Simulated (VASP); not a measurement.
A convergence study with VASP on IrO$_{2}$ (rutile): one setting is varied, all else stays as given below, so the limit is that of these other settings.

```
IrO2
1.0
    4.50000     0.00000     0.00000
    0.00000     4.50000     0.00000
    0.00000     0.00000     3.15000
Ir O
2 4
Direct
  0.00000   0.00000   0.00000
  0.50000   0.50000   0.50000
  0.30800   0.30800   0.00000
  0.80800   0.19200   0.50000
  0.19200   0.80800   0.50000
  0.69200   0.69200   0.00000
```

Calculation: LDA (Ceperley-Alder, Perdew-Zunger), VASP's LDA PAW potentials (set 64) (plane waves; VASP). The tightest run used: 700 eV cut-off, 14×14×19 Γ-centred mesh, first-order Methfessel-Paxton smearing of 0.10 eV, potentials Ir O.

The settings run are 1×1×1 mesh; 1×1×2 mesh; 2×2×3 mesh; 3×3×4 mesh; 4×4×5 mesh; 4×4×6 mesh; 5×5×7 mesh; 7×7×9 mesh; 7×7×10 mesh; 8×8×11 mesh; 9×9×12 mesh; 9×9×13 mesh; 10×10×14 mesh; 11×11×15 mesh; 12×12×16 mesh; 12×12×17 mesh; 13×13×18 mesh; 14×14×19 mesh. From which on does the energy per atom stay within 0.01 eV/atom of the tightest run?

From 3×3×4 mesh on: it is off by 0.0061 there and by no more than 0.01 in any finer run, while 2×2×3 mesh is off by 0.0240.
| setting | E (eV/atom) | pressure (GPa) | irreducible k-points | difference judged (eV/atom) |
|---|---|---|---|---|
| 1×1×1 mesh | -8.3587 | -27.48 | 1 | 0.2245 |
| 1×1×2 mesh | -8.0736 | -10.52 | 2 | 0.0606 |
| 2×2×3 mesh | -8.1102 | -6.39 | 6 | 0.0240 |
| 3×3×4 mesh | -8.1403 | -6.86 | 9 | 0.0061 |
| 4×4×5 mesh | -8.1354 | -6.67 | 18 | 0.0012 |
| 4×4×6 mesh | -8.1333 | -6.69 | 24 | 0.0009 |
| 5×5×7 mesh | -8.1310 | -6.62 | 24 | 0.0032 |
| 7×7×9 mesh | -8.1337 | -6.68 | 50 | 0.0006 |
| 7×7×10 mesh | -8.1341 | -6.70 | 60 | 0.0001 |
| 8×8×11 mesh | -8.1344 | -6.69 | 90 | 0.0002 |
| 9×9×12 mesh | -8.1341 | -6.68 | 105 | 0.0001 |
| 9×9×13 mesh | -8.1338 | -6.67 | 105 | 0.0004 |
| 10×10×14 mesh | -8.1341 | -6.70 | 168 | 0.0001 |
| 11×11×15 mesh | -8.1343 | -6.69 | 168 | 0.0001 |
| 12×12×16 mesh | -8.1343 | -6.70 | 252 | 0.0001 |
| 12×12×17 mesh | -8.1343 | -6.70 | 252 | 0.0000 |
| 13×13×18 mesh | -8.1344 | -6.70 | 280 | 0.0002 |
| 14×14×19 mesh | -8.1342 | -6.69 | 360 | 0.0000 |

Left out are rungs that failed or repeat a setting and relaxations that didn't move; long series are thinned to 24 rows.

The compound is IrO2 in the rutile structure. The cell was not relaxed at this level.
